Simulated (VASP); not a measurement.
Runs of VASP 6.6.1 on Sn. The structure is cubic, space group Fd-3m (No. 227). The conventional cell has a = 6.537 Å, b = 6.537 Å, c = 6.537 Å, α = 90.00°, β = 90.00°, γ = 90.00°. Sn (site symmetry -43m) is surrounded by 4 Sn at 2.83 Å. This isn't the form of Sn at room conditions, which is tetragonal (white tin).

| task | level | potentials or basis | spin | cell | k mesh | cutoff (eV) | gap on the mesh (eV) | pressure (GPa) |
| --- | --- | --- | --- | --- | --- | --- | --- | --- |
| band structure | PBE | VASP PAW PBE potentials, release 64 (Sn_d) | off | Fd-3m, 34.92 Å³/atom | 10 × 10 × 10 | 520 | - | 2.1 |
| band structure | r2SCAN | VASP PAW PBE potentials, release 64 (Sn_d) | off | Fd-3m, 34.92 Å³/atom | 10 × 10 × 10 | 520 | - | (a) |
| band structure | PBE | VASP PAW PBE potentials, release 64 (Sn_d) | SOC, no magnetisation | Fd-3m, 34.92 Å³/atom | 6 × 6 × 6 | 520 | - | 2.1 |
| band structure | LDA | VASP PAW LDA potentials, release 64 (Sn_d) | off | Fd-3m, 34.92 Å³/atom | 10 × 10 × 10 | 520 | - | -1.2 |
| optical spectrum | PBE | VASP PAW PBE potentials, release 64 (Sn_d) | off | Fd-3m, 34.92 Å³/atom | 10 × 10 × 10 | 520 | none | 2.1 |
| relaxation of cell and atoms | PBEsol | VASP PAW PBE potentials, release 64 (Sn_d) | off | relaxed | 10 × 10 × 10 | 600 | none | 0.0 |

Alike in all rows: smearing gaussian 0.03 eV.

Question: Estimate the missing entries.

Answer: (a) 0.5.

Caveats: spin-orbit coupling is left out, which moves the levels of the heavy elements (some runs); the PAW data sets were made with another functional, which shifts forces and pressure a little (some runs); independent-particle spectra lack excitons (some runs); the intraband (Drude) part of a metal's response may be missing (some runs).

A k mesh can miss the band edges, and rows without SOC leave out spin-orbit coupling on Sn.

A gap of «none» marks a metal or a gap under the smearing width.
